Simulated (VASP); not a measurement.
The input files of a VASP run:

File KPOINTS:
```
Automatic mesh
0
Gamma
8 8 8
0 0 0
```

INCAR:
```
SYSTEM = YN
PREC = Accurate; ENCUT = 520; LREAL = .FALSE.
LASPH = .TRUE.; ISYM = 3
EDIFF = 1E-6; NELM = 60; ALGO = Normal
LMAXMIX = 4
ISMEAR = 0; SIGMA = 0.05
GGA = PE; LHFCALC = .TRUE.; AEXX = 0.25
HFSCREEN = 0.2; PRECFOCK = Fast
ISIF = 2
LWAVE = .FALSE.; LCHARG = .FALSE.
```

### POSCAR
```
YN
1
    0.0000000000     2.4276688475     2.4276688475
    2.4276688475     0.0000000000     2.4276688475
    2.4276688475     2.4276688475     0.0000000000
Y N
1 1
Direct
  0.0000000000   0.0000000000   0.0000000000
  0.5000000000   0.5000000000   0.5000000000
```

POTCAR, in this order: Y_sv N (PBE.64 set). Program: vasp_std. Read from the step before: WAVECAR.

### Question
Write an equivalent input for Ansatz.

### Answer
One equivalent input (not run):
Ansatz 0.2 input:
```yaml
crystal:
  lattice:
    - [0.0000000, 2.4276688, 2.4276688]
    - [2.4276688, 0.0000000, 2.4276688]
    - [2.4276688, 2.4276688, 0.0000000]
  atoms:
    - { symbol: Y, position: [0.0000000, 0.0000000, 0.0000000] }
    - { symbol: N, position: [0.5000000, 0.5000000, 0.5000000] }
kpoints:
  mp_grid: { grid: [8, 8, 8] }
hamiltonian:
  xc: hse06
  pseudopotentials: { kind: paw }
scf:
  occupations: { method: gaussian, width: 0.05 }
  max_iter: 60
output: { forces: true, stress: true, eigenvalues: true }
```
Limits of the translation: each code has its own PAW files, so the cut-off isn't converted (ENCUT is set for VASP's; basis.ecutwfc is left out, and Ansatz then takes the one that its files recommend); Ansatz stops its SCF on the density residual and VASP on the energy change (EDIFF); Ansatz's hse06 screens at 0.11 per bohr (0.208 per Å), slightly more than HFSCREEN = 0.2.

The compound is YN in the rock salt structure. This cell is one point of a volume scan, at 0.97 of the reference volume.
